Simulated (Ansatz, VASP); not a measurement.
## Two plane-wave programs on HfIn4SiO6

```
Hf In Si O
1.0
     2.76912   -4.79582    0.00849
     2.76912    4.79582    0.00849
    -1.91601    0.00000    7.54643
Hf In Si O
1 4 1 6
Direct
  0.78835 0.21165 0.00000
  0.62175 0.37825 0.50000
  0.45502 0.54498 0.00000
  0.28407 0.71593 0.50000
  0.95814 0.04186 0.50000
  0.12168 0.87832 0.00000
  0.06219 0.11415 0.86666
  0.88585 0.93781 0.13334
  0.79490 0.53784 0.86663
  0.46216 0.20510 0.13337
  0.15352 0.62879 0.13333
  0.37121 0.84648 0.86667
```

Change from the starting cell: volume scaled by 1.06.

Alike in both runs: task single point; functional PBE; k mesh 6 × 6 × 4; occupations fermi-dirac, width 0.05 eV; no spin polarisation.

|  | VASP | Ansatz |
| --- | --- | --- |
| version | VASP 6.6.1 | Ansatz 0.2.0 |
| potentials or method | VASP PAW PBE potentials, release 64 (Hf_pv, In_d, Si, O) | Ansatz PAW |
| plane-wave cutoff (eV) | 520 | 420 |
| valence electrons in the cell | 102 | 118 |

Ansatz gave:

```
gap on the k mesh at the Fermi level (eV)       : none
pressure (GPa)                                  : -6.0
largest component of the traceless stress (GPa) : 1.47
rms of the force components (eV/Å)              : 0.219
```

Q: Which values does VASP return?

A: gap on the k mesh at the Fermi level (eV): none; pressure (GPa): -6.4; largest component of the traceless stress (GPa): 1.54; rms of the force components (eV/Å): 0.247.

Atom by atom the forces differ by 0.050 eV/Å (rms over components). A gap of «none» marks a metal or a gap that the smearing closes. The two sets of potentials don't hold the same shells in valence.

Caveats: the pressure holds a Pulay correction of +0.4 GPa for the finite cutoff (Ansatz). The runs have no spin-orbit coupling, so splittings on Hf are missing.
